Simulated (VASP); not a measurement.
Level of theory: PBE GGA, VASP's PBE PAW potentials (set 64) (plane waves; VASP 6.6.1).

Input for VASP

### INCAR
```
ALGO = Normal
EDIFF = 1E-6
ENCUT = 450
GGA = PE
ICHARG = 11
ISMEAR = 0
LASPH = .TRUE.
LCHARG = .FALSE.
LMAXMIX = 6
LREAL = .FALSE.
LWAVE = .FALSE.
NELM = 100
PREC = Accurate
SIGMA = 0.05
SYSTEM = KTaO3
```

File KPOINTS:
```
k-points along high-symmetry lines
15
Line-mode
Reciprocal
  0.000000   0.000000   0.000000 ! GAMMA
  0.000000   0.500000   0.000000 ! X

  0.000000   0.500000   0.000000 ! X
  0.500000   0.500000   0.000000 ! M

  0.500000   0.500000   0.000000 ! M
  0.000000   0.000000   0.000000 ! GAMMA

  0.000000   0.000000   0.000000 ! GAMMA
  0.500000   0.500000   0.500000 ! R

  0.500000   0.500000   0.500000 ! R
  0.000000   0.500000   0.000000 ! X

  0.500000   0.500000   0.500000 ! R
  0.500000   0.500000   0.000000 ! M
```

POSCAR:
```
KTaO3
1
    4.0202768332     0.0000000000     0.0000000000
    0.0000000000     4.0202768332     0.0000000000
    0.0000000000     0.0000000000     4.0202768332
K Ta O
1 1 3
Direct
  0.0000000000   0.0000000000   0.0000000000
  0.5000000000   0.5000000000   0.5000000000
  0.5000000000   0.0000000000   0.5000000000
  0.0000000000   0.5000000000   0.5000000000
  0.5000000000   0.5000000000   0.0000000000
```

POTCAR, in this order: K_sv Ta_pv O (PBE.64 set). Program: vasp_std. Read from the step before: CHGCAR.

Output

### OSZICAR
```
       N       E                     dE             d eps       ncg     rms          rms(c)
DAV:   1     0.297397981616E+03    0.29740E+03   -0.20138E+04  4140   0.151E+03
DAV:   2    -0.232764625568E+02   -0.32067E+03   -0.31559E+03  4961   0.419E+02
DAV:   3    -0.394257590468E+02   -0.16149E+02   -0.16010E+02  5325   0.900E+01
DAV:   4    -0.399014021464E+02   -0.47564E+00   -0.47543E+00  7210   0.134E+01
DAV:   5    -0.399047633088E+02   -0.33612E-02   -0.33608E-02  5355   0.101E+00
DAV:   6    -0.399048829226E+02   -0.11961E-03   -0.11961E-03  6250   0.117E-01
DAV:   7    -0.399048838265E+02   -0.90388E-06   -0.90392E-06  5443   0.147E-02
   1 F= -.39904884E+02 E0= -.39904884E+02  d E =-.237146E-23
```

File OUTCAR:
```
 val. band max:        1.6395317021   @ k =   0.5000   0.5000   0.5000

 cond. band min:       3.7590187545   @ k =   0.0000   0.0000   0.0000



 k-point     1 :       0.0000    0.0000    0.0000
  band No.  band energies     occupation
      1     -32.5985      2.00000
      2     -32.5985      2.00000
      3     -32.5985      2.00000
      4     -25.7036      2.00000
      5     -15.8234      2.00000
      6     -15.1237      2.00000
      7     -15.1237      2.00000
      8      -9.2464      2.00000
      9      -9.2464      2.00000
     10      -9.2464      2.00000
     11      -0.7941      2.00000
     12      -0.7941      2.00000
     13      -0.7941      2.00000
     14       0.6172      2.00000
     15       0.6172      2.00000
     16       0.6172      2.00000
     17       1.0082      2.00000
     18       1.0082      2.00000
     19       1.0082      2.00000
     20       3.7590      0.00000
     21       3.7590      0.00000
     22       3.7590      0.00000
     23       8.1077      0.00000

 k-point     2 :       0.0000    0.0357    0.0000
  band No.  band energies     occupation
      1     -32.5995      2.00000
      2     -32.5985      2.00000
      3     -32.5985      2.00000
      4     -25.7033      2.00000
      5     -15.8190      2.00000
      6     -15.1234      2.00000
      7     -15.1179      2.00000
      8      -9.2460      2.00000
      9      -9.2460      2.00000
     10      -9.2448      2.00000
     11      -0.8235      2.00000
     12      -0.7953      2.00000
     13      -0.7953      2.00000
     14       0.5977      2.00000
     15       0.5977      2.00000
     16       0.6113      2.00000
     17       0.9647      2.00000
     18       0.9976      2.00000
     19       0.9976      2.00000
     20       3.7608      0.00000
     21       3.8021      0.00000
     22       3.8021      0.00000
     23       8.1058      0.00000

 k-point     3 :       0.0000    0.0714    0.0000
  band No.  band energies     occupation
...
```

The density is held fixed in this step, so its total energy and stress have no physical meaning.  Unless said otherwise, spin-orbit coupling is left out, though it shifts the bands of the heavy elements here.

The compound is KTaO3 in the cubic perovskite structure. It was relaxed first.
